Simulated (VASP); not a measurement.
Input:

```
CsBr
1.0
    4.24991     0.00000     0.00000
    0.00000     4.24991     0.00000
    0.00000     0.00000     4.24991
Cs Br
1 1
Direct
  0.00000   0.00000   0.00000
  0.50000   0.50000   0.50000
```

All values below come from PBEsol GGA, VASP's PBE PAW potentials (set 64) (plane waves; VASP). Run with 480 eV cut-off, 6×6×6 Γ-centred mesh, Gaussian smearing of 0.050 eV, potentials Cs_sv Br.

Unless said otherwise, spin-orbit coupling is left out, though it shifts the bands of the heavy elements here.

**Question.** Estimate the energy per atom (σ→0), band gap (on the k-mesh) with the smallest direct gap where there is one.

**Answer.** 
```
Quantity                                      Value
-----------------------------------  --------------
band gap (on the k-mesh)                    4.42 eV
smallest direct gap (on the k-mesh)         4.42 eV
energy per atom (σ→0)                -3.174 eV/atom
```

The compound is CsBr in the CsCl type structure. It was relaxed first. The start is the result of an earlier pass.
